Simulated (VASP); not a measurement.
# CuF: single point with r2SCAN

CuF:

```
Cu F
1.0
     2.73846    0.00000    0.00000
     0.00000    2.73846    0.00000
     0.00000    0.00000    2.73846
Cu F
1 1
Cartesian
  0.0000 0.0000 0.0000
  1.3692 1.3692 1.3692
```

The cell was built by a generator and needn't be a form met in nature.

```
Program             : VASP 6.6.1
Task                : single point
Functional          : r2SCAN
Potentials or basis : VASP PAW PBE potentials, release 64 (Cu, F)
Cutoff              : 520 eV
k mesh              : 6 × 6 × 6
Occupations         : fermi-dirac, width 0.02 eV
Spin                : no spin polarisation
```

The pressure is 0.1 GPa and the band gap on the k mesh is none (metal or under the smearing width).

Levels at points of the mesh, in eV from the Fermi level:
```
           k point  band 5  band 6  band 7  band 8  band 9  band 10  band 11  band 12  band 13  band 14
(0.00, 0.00, 0.00)   -1.91   -1.91   -1.49   -0.41   -0.41    -0.41    16.02    16.02    17.98    17.98
(0.50, 0.00, 0.00)   -1.68   -0.45   -0.36   -0.23   -0.23     4.76     5.32    17.53    17.53    18.03
(0.50, 0.50, 0.00)   -1.68   -1.28   -0.80   -0.80   -0.02     5.44     9.25     9.25    15.66    23.44
(0.50, 0.50, 0.50)   -0.10   -0.10   -0.10    0.01    0.01     7.47     7.47     7.47    12.17    19.46
```

It took 11 s on 1 thread of Intel(R) Xeon(R) 6975P-C (Granite Rapids), on a shared host, peak memory 0.13 GiB.

Caveat: the k mesh is coarse (spacing up to 0.38 Å⁻¹), so the values aren't converged; the PAW data sets were made with another functional, which shifts forces and pressure a little; the run has no spin polarisation, though such a crystal can be magnetic; semilocal functionals often make such compounds metallic where correlation or magnetic order opens a gap, which also shifts bond lengths. With open d or f shells a metallic result of r2SCAN can be an artefact of self-interaction; +U or a hybrid may open a gap.
